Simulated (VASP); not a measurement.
Here is a VASP 6.6.1 calculation.

Contents of run.py:

```python
from ase.calculators.vasp import Vasp
from ase.dft.bandgap import bandgap
from ase.io import read

atoms = read('K2CuBr2F2.cif', primitive_cell=True, subtrans_included=False)
calc = Vasp(
    directory='calc',
    xc='revpbe',
    pp='PBE',
    setups='recommended',
    prec='Accurate',
    encut=520,
    ediff=1e-07,
    ismear=-1,
    sigma=0.05,
    lreal=False,
    lasph=True,
    nelm=100,
    algo='Fast',
    isif=2,
    lwave=False,
    lcharg=True,
    ivdw=12,
    lelf=True,
    lvhar=True,
    kpts=[5, 5, 4],
    gamma=True,
    nbands=38,
)
atoms.calc = calc

print('energy (eV):', atoms.get_potential_energy())
print('free energy (eV):', atoms.get_potential_energy(force_consistent=True))
print('forces (eV/A):')
print(atoms.get_forces())
print('stress (eV/A^3, Voigt):', atoms.get_stress())
print('Fermi level (eV):', calc.get_fermi_level())
gap, top, bottom = bandgap(calc)
print('band gap (eV):', gap, 'from (spin, k, band)', top, 'to', bottom)
```

Contents of K2CuBr2F2.cif:

```cif
data_K2CuBr2F2
_cell_length_a 4.96133506
_cell_length_b 4.96133506
_cell_length_c 6.54519170
_cell_angle_alpha 90.00000000
_cell_angle_beta 90.00000000
_cell_angle_gamma 90.00000000
_space_group_name_H-M_alt 'P4/mmm'
_space_group_name_Hall '-P 4 2'
_space_group_IT_number 123
loop_
_space_group_symop_operation_xyz
'x,y,z'
'-x,-y,-z'
'-y,x,z'
'y,-x,-z'
'-x,-y,z'
'x,y,-z'
'y,-x,z'
'-y,x,-z'
'x,-y,-z'
'-x,y,z'
'-y,-x,-z'
'y,x,z'
'-x,y,-z'
'x,-y,z'
'y,x,-z'
'-y,-x,z'
loop_
_atom_site_label
_atom_site_type_symbol
_atom_site_symmetry_multiplicity
_atom_site_Wyckoff_symbol
_atom_site_fract_x
_atom_site_fract_y
_atom_site_fract_z
_atom_site_occupancy
Br1 Br 2 f 0.5000000000 0.0000000000 0.0000000000 1
Cu1 Cu 1 a 0.0000000000 0.0000000000 0.0000000000 1
K1 K 2 e 0.5000000000 0.0000000000 0.5000000000 1
F1 F 1 d 0.5000000000 0.5000000000 0.5000000000 1
F2 F 1 b 0.0000000000 0.0000000000 0.5000000000 1
```

Potentials or basis: VASP PAW PBE potentials, release 64 (Br, Cu, K_sv, F).

Run with:

```console
$ python run.py
```

(1) Estimate the pressure.

(2) What does it give for the band gap on the k mesh?

(3) What does it give for the dispersion energy per atom?

## Answers

(1) 1.6 GPa.

(2) none (metal or under the smearing width).

(3) -0.369 eV.

Caveat: the PAW data sets were made with another functional, which shifts forces and pressure a little; an odd number of electrons without spin polarisation forces a metal; a magnetic or distorted state may lie lower; the run has no spin polarisation, though such a crystal can be magnetic; semilocal functionals often make such compounds metallic where correlation or magnetic order opens a gap, which also shifts bond lengths; pairwise dispersion overbinds metals, which lowers pressure and volume.
